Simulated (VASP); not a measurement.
ScF3 (base):

```
Sc F
1.0
     4.01245    0.00000    0.00000
     0.00000    4.01245    0.00000
     0.00000    0.00000    4.01245
Sc F
1 3
Direct
  0.00000 0.00000 0.00000
  0.50000 0.00000 0.00000
  0.00000 0.50000 0.00000
  0.00000 0.00000 0.50000
```

| Item | Value |
| --- | --- |
| Program | VASP 6.6.1 |
| Task | relaxation of cell and atoms |
| Functional | LDA |
| Potentials or basis | VASP PAW LDA potentials, release 64 (Sc_sv, F) |
| Cutoff | 600 eV |
| k mesh | 6 × 6 × 6 |
| Occupations | gaussian, width 0.02 eV |
| Spin | no spin polarisation |

At the start: pressure -2.4 GPa; volume 16.15 Å³/atom.

**Question.** How do energy, volume and symmetry change on relaxing?

**Answer.** Over 3 steps the energy falls by 3.0 meV/atom and the volume is 15.77 Å³/atom (-2.4 %); space group Pm-3m (No. 221, to 0.05 Å).

Step by step:
| step | energy change (eV) | largest force (eV/Å) | pressure (GPa) | volume (Å³) |
| --- | --- | --- | --- | --- |
| 1 | 0.0000 | 0.0000 | -2.42 | 64.60 |
| 2 | -0.0092 | 0.0000 | 1.22 | 62.35 |
| 3 | -0.0119 | 0.0000 | 0.00 | 63.06 |

Final structure:
```
Sc F
1.0
     3.98033    0.00000    0.00000
     0.00000    3.98033    0.00000
     0.00000    0.00000    3.98033
Sc F
1 3
Direct
  0.00000 0.00000 0.00000
  0.50000 0.00000 0.00000
  0.00000 0.50000 0.00000
  0.00000 0.00000 0.50000
```
